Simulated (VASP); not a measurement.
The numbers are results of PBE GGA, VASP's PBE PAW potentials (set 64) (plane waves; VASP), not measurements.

Input for VASP

KPOINTS:
```
k-points along high-symmetry lines
10
Line-mode
Reciprocal
  0.000000   0.000000   0.000000 ! GAMMA
  0.000000   0.500000   0.000000 ! M

  0.000000   0.500000   0.000000 ! M
 -0.333333   0.666667   0.000000 ! K

 -0.333333   0.666667   0.000000 ! K
  0.000000   0.000000   0.000000 ! GAMMA

  0.000000   0.000000   0.000000 ! GAMMA
  0.000000   0.000000   0.500000 ! A

  0.000000   0.000000   0.500000 ! A
  0.000000   0.500000   0.500000 ! L

  0.000000   0.500000   0.500000 ! L
 -0.333333   0.666667   0.500000 ! H

 -0.333333   0.666667   0.500000 ! H
  0.000000   0.000000   0.500000 ! A

  0.000000   0.500000   0.500000 ! L
  0.000000   0.500000   0.000000 ! M

 -0.333333   0.666667   0.500000 ! H
 -0.333333   0.666667   0.000000 ! K
```

POSCAR:
```
CdSe
1
    2.1922128721    -3.7970238252     0.0000000000
    2.1922128721     3.7970238252     0.0000000000
    0.0000000000     0.0000000000     7.1374483480
Cd Se
2 2
Direct
  0.6666670000   0.3333330000   0.5001024707
  0.3333330000   0.6666670000   0.0001024707
  0.6666670000   0.3333330000   0.8758975293
  0.3333330000   0.6666670000   0.3758975293
```

INCAR:
```
ALGO  =  Normal   # blocked Davidson
LORBIT  =  11   # lm-projected
ENCUT  =  400   # plane-wave cut-off (eV)
LASPH  =  .TRUE.   # aspherical one-centre terms
NELM  =  100   # most electronic steps
ISMEAR  =  0   # Gaussian
EDIFF  =  1E-7   # SCF stop (eV)
GGA  =  PE   # PBE
LREAL  =  .FALSE.
ICHARG  =  11
LWAVE  =  .FALSE.
SYSTEM  =  CdSe
LCHARG  =  .FALSE.
PREC  =  Accurate
LMAXMIX  =  4
SIGMA  =  0.05   # width (eV)
```

POTCAR, in this order: Cd Se (PBE.64 set). Program: vasp_std. Read from the step before: CHGCAR.

The run wrote:

OUTCAR:
```
 ion  position               nearest neighbor table
   1  0.667  0.333  0.500-   4 2.68   4 2.68   4 2.68   3 2.68
   2  0.333  0.667  0.000-   3 2.68   3 2.68   3 2.68   4 2.68
   3  0.667  0.333  0.876-   2 2.68   2 2.68   2 2.68   1 2.68
   4  0.333  0.667  0.376-   1 2.68   1 2.68   1 2.68   2 2.68
  LATTYP: Found a hexagonal cell.
 ALAT       =     4.3844255274
 C/A-ratio  =     1.6279095866
 Subroutine PRICEL returns:
 Original cell was already a primitive cell.
 Subroutine GETGRP returns: Found 12 space group operations
The static configuration has the point symmetry C_3v.
 The point group associated with its full space group is C_6v.
The dynamic configuration has the point symmetry C_3v.
 Subroutine INISYM returns: Found 12 space group operations
   k-points           NKPTS =     90   k-points in BZ     NKDIM =     90   number of bands    NBANDS=     22
   number of dos      NEDOS =    301   number of ions     NIONS =      4
   total plane-waves  NPLWV =  43200
   dimension x,y,z NGX =    30 NGY =   30 NGZ =   48
   dimension x,y,z NGXF=    60 NGYF=   60 NGZF=   96
   ions per type =               2   2
   PREC   = accura    normal or accurate (medium, high low for compatibility)
   ISTART =      0    job   : 0-new  1-cont  2-samecut
   ICHARG =     11    charge: 1-file 2-atom 10-const
   ISPIN  =      1    spin polarized calculation?
...
```

OSZICAR:
```
       N       E                     dE             d eps       ncg     rms          rms(c)
DAV:   1     0.206847532783E+03    0.20685E+03   -0.15149E+04  3968   0.119E+03
DAV:   2     0.606702698674E-01   -0.20679E+03   -0.20289E+03  4512   0.317E+02
DAV:   3    -0.101603932276E+02   -0.10221E+02   -0.10169E+02  4614   0.716E+01
DAV:   4    -0.102474178108E+02   -0.87025E-01   -0.86965E-01  4562   0.611E+00
DAV:   5    -0.102482557402E+02   -0.83793E-03   -0.83787E-03  4668   0.535E-01
DAV:   6    -0.102482723348E+02   -0.16595E-04   -0.16594E-04  4638   0.640E-02
DAV:   7    -0.102482727731E+02   -0.43825E-06   -0.43831E-06  4654   0.873E-03
DAV:   8    -0.102482727878E+02   -0.14769E-07   -0.14723E-07  3514   0.136E-03
   1 F= -.10248273E+02 E0= -.10248273E+02  d E =-.530198E-12
```

File OUTCAR:
```
 val. band max:        0.5274168729   @ k =  -0.0000   0.0000   0.0000

 cond. band min:       1.0728755857   @ k =   0.0000   0.0000   0.0000



 k-point     1 :       0.0000    0.0000    0.0000
  band No.  band energies     occupation
      1     -11.7802      2.00000
      2     -11.4475      2.00000
      3      -7.2319      2.00000
      4      -7.2241      2.00000
      5      -7.2241      2.00000
      6      -7.1655      2.00000
      7      -7.1655      2.00000
      8      -6.9431      2.00000
      9      -6.9431      2.00000
     10      -6.8902      2.00000
     11      -6.8902      2.00000
     12      -6.6547      2.00000
     13      -3.5491      2.00000
     14      -0.1684      2.00000
     15      -0.1684      2.00000
     16       0.4915      2.00000
     17       0.5274      2.00000
     18       0.5274      2.00000
     19       1.0729      0.00000
     20       2.6607      0.00000
     21       6.3717      0.00000
     22       6.3718      0.00000

 k-point     2 :       0.0000    0.0556    0.0000
  band No.  band energies     occupation
      1     -11.7716      2.00000
      2     -11.4435      2.00000
      3      -7.2295      2.00000
      4      -7.2209      2.00000
      5      -7.2169      2.00000
      6      -7.1619      2.00000
      7      -7.1612      2.00000
      8      -6.9444      2.00000
      9      -6.9431      2.00000
     10      -6.8928      2.00000
     11      -6.8895      2.00000
     12      -6.6495      2.00000
     13      -3.5314      2.00000
     14      -0.3152      2.00000
     15      -0.2056      2.00000
     16       0.1785      2.00000
     17       0.4729      2.00000
     18       0.5069      2.00000
     19       1.4144      0.00000
     20       2.8115      0.00000
     21       6.2550      0.00000
     22       6.4185      0.00000

 k-point     3 :       0.0000    0.1111    0.0000
  band No.  band energies     occupation
      1     -11.7467      2.00000
      2     -11.4322      2.00000
...
```

The density is held fixed in this step, so its total energy and stress have no physical meaning.

The compound is CdSe in the wurtzite structure. It was relaxed first, which changed the volume by +6 %.
